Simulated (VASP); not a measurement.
Write the native input for VASP 6.6.1 that does the following.

```
Task                      : relaxation of the atoms
Functional                : PBE
Dispersion                : D3(BJ)
Potentials or basis       : VASP PAW PBE potentials, release 64 (As, H)
Cutoff                    : 400 eV
k mesh                    : 1 × 1 × 1
Occupations               : gaussian, width 0.01 eV
Spin                      : no spin polarisation
Atoms held fixed (from 0) : [0]
Further INCAR settings    : ALGO = Fast; EDIFF = 1e-06; ISYM = 0; IBRION = 2; EDIFFG = -0.03; NSW = 120
```

The structure of AsH3 lies in POSCAR:

```
AsH3
1.0
   12.5572003111      0.0000000000      0.0000000000
    0.0000000000     13.0572003111      0.0000000000
    0.0000000000      0.0000000000     13.5572003111
As H
1 3
Selective dynamics
Direct
    0.5242353622      0.5072092104      0.4572508723  F F F
    0.5223909347      0.4149429017      0.5226328883  T T T
    0.5459697509      0.5724958428      0.5456557884  T T T
    0.4074039522      0.5206692644      0.4744604510  T T T
```

The input as run:

INCAR

```
SYSTEM = AsH3
PREC = Accurate ; ENCUT = 400
EDIFF = 1E-6 ; ISMEAR = 0
SIGMA = 0.01 ; LREAL = .FALSE.
LASPH = .TRUE. ; NELM = 80
ALGO = Fast ; ISIF = 2
LWAVE = .FALSE. ; LCHARG = .FALSE.
GGA = PE ; IVDW = 12
IBRION = 2 ; NSW = 120
EDIFFG = -0.03 ; ISYM = 0
```

KPOINTS

```
Automatic mesh
0
G
  1 1 1
  0 0 0
```

Potentials or basis: VASP PAW PBE potentials, release 64 (As, H).

Run with:

```sh
$ cat potpaw_PBE.64/As/POTCAR potpaw_PBE.64/H/POTCAR > POTCAR
$ mpirun -np 1 vasp_gam > vasp.out
```

Results of the run:

| Quantity | Value |
| --- | --- |
| Energy gained by relaxing | 13.6 meV/atom |
| Ionic steps | 8 |
| Gap between the frontier levels | 5.96 eV |
| Dispersion energy per atom | -0.010 eV |

It took 5.2 min on 1 thread of Intel(R) Xeon(R) 6975P-C (Granite Rapids), on a shared host, peak memory 1.1 GiB.
